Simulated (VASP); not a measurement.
The cell holds one ZrSe2 (1T layered) monolayer, with vacuum along c. Ionisation potential and electron affinity count from the cell's own band edges, surface states included.

Here is the system:

```
CELL_PARAMETERS angstrom
      3.79676     0.00000     0.00000
     -1.89838     3.28809     0.00000
      0.00000     0.00000    19.31189
ATOMIC_POSITIONS crystal
  Se 0.66667 0.33333 0.41796
  Se 0.33333 0.66667 0.58204
  Zr 0.00000 0.00000 0.50000
```

These are optB88-vdW, VASP's PBE PAW potentials (set 64) (plane waves; VASP) values and carry that method's errors. Numerical set-up: 400 eV cut-off, 12×12×1 Γ-centred mesh, Gaussian smearing of 0.050 eV, potentials Se Zr_sv.

```json
{
  "energy_to_cut_it_from_the_bulk_per_area": "22.7 meV/Å²",
  "ionisation_potential": "5.85 eV",
  "electron_affinity": "5.34 eV",
  "band gap (on the k-mesh)": "0.51 eV"
}
```

The cell is a sheet with vacuum, built from ZrSe2 (1T layered).
